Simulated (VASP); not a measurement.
Consider the following.

```
CELL_PARAMETERS angstrom
      0.00000     2.44449     2.44449
      2.44449     0.00000     2.44449
      2.44449     2.44449     0.00000
ATOMIC_POSITIONS crystal
  Pb 0.00000 0.00000 0.00000
```

All values below come from LDA (Ceperley-Alder, Perdew-Zunger), VASP's LDA PAW potentials (set 64) (plane waves; VASP 6.6.1). Run with 400 eV cut-off, 14×14×14 Γ-centred mesh, tetrahedra with Blöchl corrections, potentials Pb_d.

Unless said otherwise, spin-orbit coupling is left out, though it shifts the bands of the heavy elements here.

### Question
What does the run give for the energy per atom (σ→0), band gap (on the k-mesh) with the smallest direct gap where there is one?

### Answer

```json
{
  "band gap (on the k-mesh)": "none (metal, semimetal or under 0.01 eV)",
  "energy per atom (σ→0)": "-4.255 eV/atom"
}
```

The compound is Pb in the fcc structure. It was relaxed first.
